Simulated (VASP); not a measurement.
Input:

```
ZnO
1.0
    1.65037    -2.85853     0.00000
    1.65037     2.85853     0.00000
    0.00000     0.00000     5.29511
Zn O
2 2
Direct
  0.66667   0.33333   0.50026
  0.33333   0.66667   0.00026
  0.66667   0.33333   0.88174
  0.33333   0.66667   0.38174
```

The numbers are results of r2SCAN+rVV10, VASP's PBE PAW potentials (set 64) (plane waves; VASP), not measurements. Run with 520 eV cut-off, 8×8×5 Γ-centred mesh, Gaussian smearing of 0.050 eV, potentials Zn O.

Q: What does the run give for the energy per atom (σ→0), pressure?

A: 
```
Quantity                       Result
---------------------  --------------
energy per atom (σ→0)  -8.794 eV/atom
pressure                    -7.83 GPa
```

The compound is ZnO in the wurtzite structure. This cell is one point of a volume scan, at 1.06 of the reference volume.
